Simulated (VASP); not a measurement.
Given:

```yaml
crystal:
  lattice:
    - [0.00000, 2.85213, 2.85213]
    - [2.85213, 0.00000, 2.85213]
    - [2.85213, 2.85213, 0.00000]
  atoms:
    - { symbol: Na, position: [0.25000, 0.25000, 0.25000] }
    - { symbol: Na, position: [0.75000, 0.75000, 0.75000] }
    - { symbol: S, position: [0.00000, 0.00000, 0.00000] }
```

These are PBE GGA, VASP's PBE PAW potentials (set 64) (plane waves; VASP) values and carry that method's errors. Numerical set-up: 500 eV cut-off, 7×7×7 Γ-centred mesh, Gaussian smearing of 0.050 eV, potentials Na_pv S.

### Question
What does the run give for the energy per atom (σ→0), pressure?

### Answer

The energy per atom (σ→0) is -2.803 eV/atom. The pressure is 29.85 GPa.

The compound is Na2S in the antifluorite structure. It was relaxed first under an external pressure of 30 GPa.
